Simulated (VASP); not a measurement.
Crystal: Na6BN.

```
Na B N
1.0
     0.00000    5.01586    5.01586
     5.01586    0.00000    5.01586
     5.01586    5.01586    0.00000
Na B N
6 1 1
Cartesian
  5.0159 7.3692 5.0159
  5.0159 5.0159 2.6625
  5.0159 2.6625 5.0159
  7.3692 5.0159 5.0159
  2.6625 5.0159 5.0159
  5.0159 5.0159 7.3692
  0.0000 0.0000 0.0000
  5.0159 5.0159 5.0159
```

The cell was built by a generator and needn't be a form met in nature.

- Program: VASP 6.6.1
- Task: single point
- Functional: PBE
- Potentials or basis: VASP PAW PBE potentials, release 64 (Na_pv, B, N)
- Cutoff: 520 eV
- k mesh: 5 × 5 × 5
- Occupations: fermi-dirac, width 0.05 eV
- Spin: no spin polarisation

On this cell: pressure 0.1 GPa; largest force 0.019 eV/Å; band gap on the k mesh none (metal or under the smearing width).

The same run follows on a disturbed copy (atoms moved at random, drawn with an rms of 0.05 Å):

```xyz
8
Lattice="0.0000 5.0159 5.0159 5.0159 0.0000 5.0159 5.0159 5.0159 0.0000" Properties=species:S:1:pos:R:3 pbc="T T T"
Na    4.9907    7.3882    5.0020
Na    4.9864    5.0656    2.6703
Na    5.0651    2.6059    5.0466
Na    7.3450    4.9906    5.0140
Na    2.6888    5.0455    5.0027
Na    5.0421    5.0172    7.4049
B     0.0163   -0.0231    0.0140
N     5.0115    5.0012    5.0034
```

Q: What changes?

A: The energy (extrapolated to zero smearing) moves by +2.4 meV/atom; pressure 0.0 GPa; largest force 0.196 eV/Å; band gap on the k mesh none (metal or under the smearing width).

Forces on the atoms (eV/Å):
```
Na   0.037 -0.101  0.039
Na   0.023 -0.070 -0.062
Na  -0.055  0.186 -0.027
Na   0.122  0.023 -0.010
Na  -0.105 -0.072  0.041
Na  -0.024 -0.005 -0.147
B   -0.041  0.024  0.013
N    0.043  0.015  0.154
```

Stress tensor (GPa, compression positive):
```
 0.12  0.07 -0.04
 0.07 -0.02  0.05
-0.04  0.05  0.03
```
